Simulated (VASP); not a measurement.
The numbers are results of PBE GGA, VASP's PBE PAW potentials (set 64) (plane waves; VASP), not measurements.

The input files of a VASP run:

### INCAR
```
ALGO=Normal
EDIFF=1E-7
ENCUT=520
GGA=PE
ISIF=2
ISMEAR=1
LASPH=.True.
LCHARG=.False.
LMAXMIX=4
LREAL=.False.
LWAVE=.False.
NELM=100
PREC=Accurate
SIGMA=0.1
SYSTEM=PdIn
```

### POSCAR
```
PdIn
1.0
  3.3089230899   0.0000000000   0.0000000000
  0.0000000000   3.3089230899   0.0000000000
  0.0000000000   0.0000000000   3.3089230899
In Pd
1 1
Cart
  1.6544615449   1.6544615449   1.6544615449
  0.0000000000   0.0000000000   0.0000000000
```

### KPOINTS
```
Automatic mesh
0
Gamma
11 11 11
0 0 0
```

POTCAR, in this order: In_d Pd (PBE.64 set). Program: vasp_std.

Q: What will the output report for the number of irreducible k-points (NKPTS), largest plane-wave count, number of space-group operations, FFT grid (NGX, NGY, NGZ)?

A: 
| Quantity | Result |
|---|---|
| number of irreducible k-points (NKPTS) | 56 |
| largest plane-wave count | 991 |
| number of space-group operations | 48 |
| FFT grid (NGX, NGY, NGZ) | 28 × 28 × 28 |

The compound is PdIn in the CsCl type structure. It was relaxed first, which changed the volume by +6 %. The electron count is odd and the run is not spin-polarised, which forces a metal.
